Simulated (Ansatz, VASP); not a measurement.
# Ca2Al2O3: VASP beside Ansatz

```
Ca Al O
1.0
    -3.69999    3.69999    3.69999
     3.69999   -3.69999    3.69999
     3.69999    3.69999   -3.69999
Ca Al O
4 4 6
Direct
  0.00289 0.50000 0.00000
  0.00000 0.00289 0.50000
  0.50000 0.00000 0.00289
  0.49711 0.49711 0.49711
  0.50000 0.00000 0.49941
  0.49941 0.50000 0.00000
  0.00000 0.49941 0.50000
  0.00059 0.00059 0.00059
  0.52572 0.75000 0.27572
  0.25000 0.22428 0.97428
  0.75000 0.27572 0.52572
  0.97428 0.25000 0.22428
  0.22428 0.97428 0.25000
  0.27572 0.52572 0.75000
```

Alike in both runs: functional PBE; k mesh 3 × 3 × 3; occupations gaussian, width 0.2 eV; no spin polarisation.

Ansatz relaxed the structure, and its values are those at the end. VASP's run is a single point on that final structure, the one shown.

|  | VASP | Ansatz |
| --- | --- | --- |
| version | VASP 6.6.1 | Ansatz 0.2.0 |
| potentials or method | VASP PAW PBE potentials, release 64 (Ca_sv, Al, O) | scalar-relativistic, plane waves, PAW |
| plane-wave cutoff (eV) | 520 | 420 |
| valence electrons in the cell | 88 | 88 |

|  | VASP | Ansatz | Ansatz less VASP |
| --- | --- | --- | --- |
| gap on the k mesh at the Fermi level (eV) | none | none | - |
| pressure (GPa) | 0.3 | 0.1 | -0.14 |
| rms of the force components (eV/Å) | 0.008 | 0.009 | +0.0012 |

A gap of «none» marks a metal or a gap that the smearing closes. With one functional, cell and mesh, what is left measures potentials, basis and numerics.

Caveats: the k mesh is coarse (spacing up to 0.40 Å⁻¹), so the values aren't converged.
